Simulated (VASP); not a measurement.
A cell of BN (zinc blende) near equilibrium:

```xyz
2
Lattice="0.0000 1.8066 1.8066 1.8066 0.0000 1.8066 1.8066 1.8066 0.0000" Properties=species:S:1:pos:R:3 pbc="T T T"
B      0.0000     0.0000     0.0000
N      0.9033     0.9033     0.9033
```

Computed with r2SCAN meta-GGA, VASP's PBE PAW potentials (set 64) (plane waves; VASP).

```csv
run,ΔE (meV/atom),σxx,σyy,σzz,"largest shear component, with its sign (GPa)",gap (eV)
as it is,0.0,0.07,0.07,0.07,0.00,4.98
after one change,52.8,-29.44,-29.44,-29.44,0.00,4.86
```
Stress is in GPa, positive when the cell is compressed; gaps are those on the k-mesh, and 0.00 means metallic.

Problem. Which change was made?
A. biaxial strain of -1.5 % in the yz plane
B. isotropic strain of +3.0 %
C. biaxial strain of +4.0 % in the yz plane
D. biaxial strain of +2.0 % in the yz plane

Solution. B, isotropic strain of +3.0 %

The compound is BN in the zinc blende structure.
